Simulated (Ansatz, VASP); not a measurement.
## SiSn2: VASP beside Ansatz

```
CELL_PARAMETERS angstrom
0.00000 3.41483 3.41483
3.41483 0.00000 3.41483
3.41483 3.41483 0.00000
ATOMIC_POSITIONS crystal
Si 0.00000 0.00000 0.00000
Sn 0.25000 0.25000 0.25000
Sn 0.75000 0.75000 0.75000
```

Alike in both runs: functional PBE; k mesh 10 × 10 × 10; occupations fermi-dirac, width 0.05 eV; no spin polarisation.

Ansatz relaxed the structure, and its values are those at the end. VASP's run is a single point on that final structure, the one shown.

|  | VASP | Ansatz |
| --- | --- | --- |
| version | VASP 6.6.1 | Ansatz 0.2.0 |
| potentials or method | VASP PAW PBE potentials, release 64 (Si, Sn_d) | PAW with Ansatz's default frozen-core files, scalar-relativistic |
| plane-wave cutoff (eV) | 520 | 420 |
| valence electrons in the cell | 32 | 32 |

|  | VASP | Ansatz | Ansatz less VASP |
| --- | --- | --- | --- |
| pressure (GPa) | 0.0 | 0.0 | +0.04 |

With one functional, cell and mesh, what is left measures potentials, basis and numerics.
